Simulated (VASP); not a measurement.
Output of a VASP run:

File OUTCAR:
```
 ion  position               nearest neighbor table
   1  0.500  0.500  0.500-   2 2.61   2 2.61   2 2.61   2 2.61   2 2.61   2 2.61   2 2.61   2 2.61
  LATTYP: Found a simple cubic cell.
 ALAT       =     3.0123639172
 Subroutine PRICEL returns:
 Original cell was already a primitive cell.
 Subroutine GETGRP returns: Found 48 space group operations
The static configuration has the point symmetry O_h .
The dynamic configuration has the point symmetry O_h .
 Subroutine INISYM returns: Found 48 space group operations
 Subroutine IBZKPT returns following result:
 Found     84 irreducible k-points:

 Following reciprocal coordinates:
            Coordinates               Weight
  0.000000  0.000000  0.000000      1.000000
  0.083333  0.000000  0.000000      6.000000
  0.166667  0.000000  0.000000      6.000000
  0.250000  0.000000  0.000000      6.000000
  0.333333  0.000000  0.000000      6.000000
  0.416667  0.000000  0.000000      6.000000
  0.500000  0.000000  0.000000      3.000000
  0.083333  0.083333  0.000000     12.000000
  0.166667  0.083333  0.000000     24.000000
  0.250000  0.083333  0.000000     24.000000
  0.333333  0.083333  0.000000     24.000000
  0.416667  0.083333  0.000000     24.000000
  0.500000  0.083333  0.000000     12.000000
  0.166667  0.166667  0.000000     12.000000
  0.250000  0.166667  0.000000     24.000000
  0.333333  0.166667  0.000000     24.000000
  0.416667  0.166667  0.000000     24.000000
  0.500000  0.166667  0.000000     12.000000
  0.250000  0.250000  0.000000     12.000000
  0.333333  0.250000  0.000000     24.000000
  0.416667  0.250000  0.000000     24.000000
  0.500000  0.250000  0.000000     12.000000
  0.333333  0.333333  0.000000     12.000000
  0.416667  0.333333  0.000000     24.000000
  0.500000  0.333333  0.000000     12.000000
  0.416667  0.416667  0.000000     12.000000
  0.500000  0.416667  0.000000     12.000000
  0.500000  0.500000  0.000000      3.000000
  0.083333  0.083333  0.083333      8.000000
  0.166667  0.083333  0.083333     24.000000
  0.250000  0.083333  0.083333     24.000000
  0.333333  0.083333  0.083333     24.000000
  0.416667  0.083333  0.083333     24.000000
  0.500000  0.083333  0.083333     12.000000
  0.166667  0.166667  0.083333     24.000000
  0.250000  0.166667  0.083333     48.000000
  0.333333  0.166667  0.083333     48.000000
  0.416667  0.166667  0.083333     48.000000
  0.500000  0.166667  0.083333     24.000000
  0.250000  0.250000  0.083333     24.000000
   k-points           NKPTS =     84   k-points in BZ     NKDIM =     84   number of bands    NBANDS=     12
   number of dos      NEDOS =    301   number of ions     NIONS =      2
   total plane-waves  NPLWV =  13824
   dimension x,y,z NGX =    24 NGY =   24 NGZ =   24
   dimension x,y,z NGXF=    48 NGYF=   48 NGZF=   48
   ions per type =               1   1
   PREC   = accura    normal or accurate (medium, high low for compatibility)
   ISTART =      0    job   : 0-new  1-cont  2-samecut
   ICHARG =      2    charge: 1-file 2-atom 10-const
   ISPIN  =      1    spin polarized calculation?
   LNONCOLLINEAR =      F non collinear calculations
   LSORBIT =      F    spin-orbit coupling
   INIWAV =      1    electr: 0-lowe 1-rand  2-diag
   ENCUT  =  520.0 eV  38.22 Ry    6.18 a.u.   5.60  5.60  5.60*2*pi/ulx,y,z
   NELM   =    100;   NELMIN=  2; NELMDL= -5     # of ELM steps
   EDIFF  = 0.1E-06   stopping-criterion for ELM
   LREAL  =      F    real-space projection
   NLSPLINE    = F    spline interpolate recip. space projectors
   LMAXMIX     =    4 max onsite mixed and CHGCAR
   VOSKOWN=      0    Vosko Wilk Nusair interpolation
   EDIFFG = 0.1E-05   stopping-criterion for IOM
   NSW    =      0    number of steps for IOM
   NBLOCK =      1;   KBLOCK =      1    inner block; outer block
   IBRION =     -1    ionic relax: 0-MD 1-quasi-New 2-CG
   NFREE  =      0    steps in history (QN), initial steepest desc. (CG)
...
```

**OSZICAR**
```
       N       E                     dE             d eps       ncg     rms          rms(c)
DAV:   1     0.967138524632E+02    0.96714E+02   -0.92154E+03  2016   0.130E+03
DAV:   2    -0.315568451454E+02   -0.12827E+03   -0.12345E+03  2152   0.347E+02
DAV:   3    -0.344454155183E+02   -0.28886E+01   -0.27393E+01  2468   0.523E+01
DAV:   4    -0.344769593115E+02   -0.31544E-01   -0.31528E-01  2292   0.541E+00
DAV:   5    -0.344779762426E+02   -0.10169E-02   -0.10169E-02  2768   0.758E-01    0.308E+01
DAV:   6    -0.177368190886E+02    0.16741E+02   -0.36902E+01  2064   0.829E+01    0.108E+01
DAV:   7    -0.168885980814E+02    0.84822E+00   -0.29516E+00  2104   0.217E+01    0.484E+00
DAV:   8    -0.168380108155E+02    0.50587E-01   -0.71882E-02  2496   0.330E+00    0.326E+00
DAV:   9    -0.168537443403E+02   -0.15734E-01   -0.22340E-02  2584   0.168E+00    0.599E-01
DAV:  10    -0.168336227418E+02    0.20122E-01   -0.34141E-02  2176   0.258E+00    0.212E-01
DAV:  11    -0.168401215159E+02   -0.64988E-02   -0.69761E-03  2176   0.121E+00    0.191E-01
DAV:  12    -0.168325380257E+02    0.75835E-02   -0.28417E-03  2176   0.777E-01    0.627E-02
DAV:  13    -0.168324723809E+02    0.65645E-04   -0.40598E-05  2492   0.746E-02    0.495E-02
DAV:  14    -0.168324944970E+02   -0.22116E-04   -0.83499E-06  2208   0.411E-02    0.205E-02
DAV:  15    -0.168324603959E+02    0.34101E-04   -0.21330E-05  2184   0.590E-02    0.800E-03
DAV:  16    -0.168324596770E+02    0.71887E-06   -0.31810E-06  2132   0.222E-02    0.779E-03
DAV:  17    -0.168324586919E+02    0.98515E-06   -0.27950E-07  2264   0.859E-03    0.470E-03
DAV:  18    -0.168324583548E+02    0.33710E-06   -0.19574E-07  1548   0.544E-03    0.702E-04
DAV:  19    -0.168324583074E+02    0.47391E-07   -0.39830E-08  1040   0.243E-03
   1 F= -.16832458E+02 E0= -.16832297E+02  d E =-.483604E-03
```

### OUTCAR
```
------------------------ aborting loop because EDIFF is reached ----------------------------------------
  FORCE on cell =-STRESS in cart. coord.  units (eV):
  Direction    XX          YY          ZZ          XY          YZ          ZX
  --------------------------------------------------------------------------------------
  Total       -1.0845146     -1.0845146     -1.0845146     -0.0000000     -0.0000000      0.0000000
  in kB      -63.5658213    -63.5658213    -63.5658213     -0.0000000     -0.0000000      0.0000000
  external PRESSURE =     -63.5658213 kB  Pullay stress =       0.0000000 kB
  volume of cell :       27.34
      direct lattice vectors                 reciprocal lattice vectors
     3.012363917  0.000000000  0.000000000     0.331965203  0.000000000  0.000000000
     0.000000000  3.012363917  0.000000000     0.000000000  0.331965203  0.000000000
     0.000000000  0.000000000  3.012363917     0.000000000  0.000000000  0.331965203
 POSITION                                       TOTAL-FORCE (eV/Angst)
 -----------------------------------------------------------------------------------
      1.50618      1.50618      1.50618         0.000000      0.000000      0.000000
      0.00000      0.00000      0.00000         0.000000      0.000000      0.000000
 -----------------------------------------------------------------------------------
    total drift:                                0.000000      0.000000      0.000000
  FREE ENERGIE OF THE ION-ELECTRON SYSTEM (eV)
  ---------------------------------------------------
  free  energy   TOTEN  =       -16.8324583074 eV

  energy  without entropy=      -16.8319747031  energy(sigma->0) =      -16.83229711
```
(Selected blocks of OUTCAR.)

File POSCAR:
```
RuAl
1
    3.0123639172     0.0000000000     0.0000000000
    0.0000000000     3.0123639172     0.0000000000
    0.0000000000     0.0000000000     3.0123639172
Al Ru
1 1
Direct
  0.5000000000   0.5000000000   0.5000000000
  0.0000000000   0.0000000000   0.0000000000
```

Write an INCAR and KPOINTS that could have produced this output.

This is not unique; one that fits is the input of the run itself, MS2 meta-GGA, plane waves, VASP's PBE PAW potentials (set 64).

**KPOINTS**
```
Automatic
0
gamma
 12 12 12
0 0 0
```

INCAR:
```
! general
SYSTEM   =  RuAl
PREC     =  Accurate
ENCUT    =  520   ! plane-wave cut-off (eV)
LREAL    =  .FALSE.   ! projection in real space or not
LASPH    =  .TRUE.   ! aspherical one-centre terms

! electronic loop
EDIFF    =  1E-7
NELM     =  100   ! most electronic steps
ALGO     =  Normal   ! blocked Davidson
LMAXMIX  =  4   ! l cut-off of mixed one-centre charges
LMIXTAU  =  .TRUE.

! smearing
ISMEAR   =  1   ! Methfessel-Paxton
SIGMA    =  0.1   ! width (eV)

! functional
METAGGA  =  MS2

! ions
ISIF     =  2   ! forces and stress, cell fixed

! output
LWAVE    =  .FALSE.
LCHARG   =  .FALSE.
```

POTCAR, in this order: Al Ru_pv (PBE.64 set). Program: vasp_std.

The compound is RuAl in the CsCl type structure. This cell is one point of a volume scan, at 1.03 of the reference volume. The electron count is odd and the run is not spin-polarised, which forces a metal.
